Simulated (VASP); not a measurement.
Data:

```
CELL_PARAMETERS angstrom
      0.00000     2.32001     2.32001
      2.32001     0.00000     2.32001
      2.32001     2.32001     0.00000
ATOMIC_POSITIONS crystal
  Ce 0.00000 0.00000 0.00000
```

The numbers are results of r2SCAN meta-GGA, VASP's PBE PAW potentials (set 64) (plane waves; VASP 6.6.1), not measurements. Numerical set-up: 400 eV cut-off, 15×15×15 Γ-centred mesh, tetrahedra with Blöchl corrections, potentials Ce.

Q: Give the energies of bands 5 to 9 at the high-symmetry points, in eV from the Fermi level.

A: 
| band | Γ | X | U | L | W |
|---|---|---|---|---|---|
| 5 | -2.78 | -3.40 | -2.52 | -2.33 | -1.52 |
| 6 | -0.43 | -2.72 | -0.59 | -0.24 | 0.00 |
| 7 | 0.40 | 0.72 | 0.60 | 0.62 | 0.00 |
| 8 | 0.40 | 0.76 | 0.67 | 0.62 | 0.35 |
| 9 | 0.40 | 0.82 | 0.72 | 0.75 | 0.84 |

It has no gap at this level: it comes out as a metal or semimetal.

The structure was generated: Ce was put into the fcc type (Fm-3m), which need not be its known phase. It was relaxed first, which changed the volume by -27 %. The run is not spin-polarised, so no magnetic state was tried.
